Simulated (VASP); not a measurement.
Calculation: PBE GGA, VASP's PBE PAW potentials (set 64) (plane waves; VASP).

The input files of a VASP run:

### INCAR
```
SYSTEM = Sr3Pt
PREC = Accurate; ENCUT = 300; LREAL = .FALSE.
LASPH = .TRUE.
EDIFF = 1E-6; NELM = 100; ALGO = Normal
LMAXMIX = 6
ISMEAR = 0; SIGMA = 0.05
GGA = PE
ISIF = 2
LWAVE = .FALSE.; LCHARG = .FALSE.
```

### POSCAR
```
Sr3Pt
1
    5.2683500000     0.0000000000     0.0000000000
    0.0000000000     5.2683500000     0.0000000000
    0.0000000000     0.0000000000     5.2683500000
Sr Pt
3 1
Direct
 -0.0168380000   0.5115270000   0.5004630000
  0.5093880000   0.4856500000  -0.0021870000
  0.5091740000   0.0045300000   0.4950560000
 -0.0017250000  -0.0017070000   0.0066680000
```

File KPOINTS:
```
Automatic mesh
0
Gamma
4 4 4
0 0 0
```

POTCAR, in this order: Sr_sv Pt (PBE.64 set). Program: vasp_std.

Output

**OUTCAR**
```
 ion  position               nearest neighbor table
   1  0.983  0.512  0.500-   3 3.60   2 3.62   2 3.64   4 3.65   3 3.66   4 3.70   4 3.75   3 3.80
                             4 3.80   2 3.82   2 3.84   3 3.85
   2  0.509  0.486  0.998-   1 3.62   4 3.64   1 3.64   3 3.65   3 3.67   4 3.72   4 3.73   3 3.79
                             3 3.81   4 3.81   1 3.82   1 3.84
   3  0.509  0.005  0.495-   1 3.60   4 3.64   2 3.65   1 3.66   2 3.67   4 3.72   4 3.73   2 3.79
                             1 3.80   2 3.81   4 3.81   1 3.85
   4  0.998  0.998  0.007-   2 3.64   3 3.64   1 3.65   1 3.70   2 3.72   3 3.72   3 3.73   2 3.73
                             1 3.75   1 3.80   3 3.81   2 3.81
  LATTYP: Found a simple cubic cell.
 ALAT       =     5.2683500000
 Subroutine PRICEL returns:
 Original cell was already a primitive cell.
 Subroutine GETGRP returns: Found  1 space group operations
The static configuration has the point symmetry C_1 .
The dynamic configuration has the point symmetry C_1 .
 Subroutine INISYM returns: Found  1 space group operations
 Subroutine IBZKPT returns following result:
 Found     36 irreducible k-points:

 Following reciprocal coordinates:
            Coordinates               Weight
  0.000000  0.000000  0.000000      1.000000
  0.250000  0.000000  0.000000      2.000000
  0.000000  0.250000  0.000000      2.000000
...
```

**OSZICAR**
```
       N       E                     dE             d eps       ncg     rms          rms(c)
DAV:   1     0.190233758977E+03    0.19023E+03   -0.14754E+04  1800   0.967E+02
DAV:   2     0.560117275009E+01   -0.18463E+03   -0.18255E+03  2072   0.259E+02
DAV:   3    -0.108417678666E+02   -0.16443E+02   -0.16260E+02  3016   0.551E+01
DAV:   4    -0.114924427474E+02   -0.65067E+00   -0.64737E+00  2384   0.108E+01
DAV:   5    -0.115087723977E+02   -0.16330E-01   -0.16320E-01  2672   0.165E+00    0.240E+01
DAV:   6    -0.113948244502E+02    0.11395E+00   -0.45158E-01  2072   0.347E+00    0.132E+01
DAV:   7    -0.114135671866E+02   -0.18743E-01   -0.10507E+00  2320   0.349E+00    0.445E+00
DAV:   8    -0.113288558919E+02    0.84711E-01   -0.63217E-01  2232   0.277E+00    0.561E-01
DAV:   9    -0.113314593387E+02   -0.26034E-02   -0.29224E-02  2544   0.552E-01    0.351E-01
DAV:  10    -0.113314409896E+02    0.18349E-04   -0.25509E-03  2184   0.216E-01    0.906E-02
DAV:  11    -0.113315507332E+02   -0.10974E-03   -0.20167E-04  2584   0.662E-02    0.351E-02
DAV:  12    -0.113315636505E+02   -0.12917E-04   -0.22173E-05  2280   0.263E-02    0.118E-02
DAV:  13    -0.113315633884E+02    0.26213E-06   -0.12419E-06  1768   0.502E-03
   1 F= -.11331563E+02 E0= -.11328528E+02  d E =-.607016E-02
```

**OUTCAR**
```
------------------------ aborting loop because EDIFF is reached ----------------------------------------
  FORCE on cell =-STRESS in cart. coord.  units (eV):
  Direction    XX          YY          ZZ          XY          YZ          ZX
  --------------------------------------------------------------------------------------
  Total       -1.3514397     -1.2489929     -1.2259100      0.0076551     -0.0171445     -0.0053328
  in kB      -14.8075567    -13.6850594    -13.4321433      0.0838759     -0.1878500     -0.0584309
  external PRESSURE =     -13.9749198 kB  Pullay stress =       0.0000000 kB
  volume of cell :      146.23
      direct lattice vectors                 reciprocal lattice vectors
     5.268350000  0.000000000  0.000000000     0.189812750  0.000000000  0.000000000
     0.000000000  5.268350000  0.000000000     0.000000000  0.189812750  0.000000000
     0.000000000  0.000000000  5.268350000     0.000000000  0.000000000  0.189812750
 POSITION                                       TOTAL-FORCE (eV/Angst)
 -----------------------------------------------------------------------------------
      5.17964      2.69490      2.63661         0.675987      0.028851     -0.044585
      2.68363      2.55857      5.25683        -0.252798      0.108726      0.045091
      2.68251      0.02387      2.60813        -0.254136     -0.167289     -0.027475
      5.25926      5.25936      0.03513        -0.169053      0.029713      0.026969
 -----------------------------------------------------------------------------------
    total drift:                               -0.000158      0.000029     -0.000057
  FREE ENERGIE OF THE ION-ELECTRON SYSTEM (eV)
  ---------------------------------------------------
  free  energy   TOTEN  =       -11.3315633884 eV

  energy  without entropy=      -11.3254932331  energy(sigma->0) =      -11.32852831
```
(Selected blocks of OUTCAR.)

At this cut-off the stress carries a Pulay error, which pulls relaxed volumes low.

The structure was generated: Sr3Pt was put into an ordered model structure, which need not be its known phase. The cell was not relaxed at this level, atoms are displaced from their ideal sites.
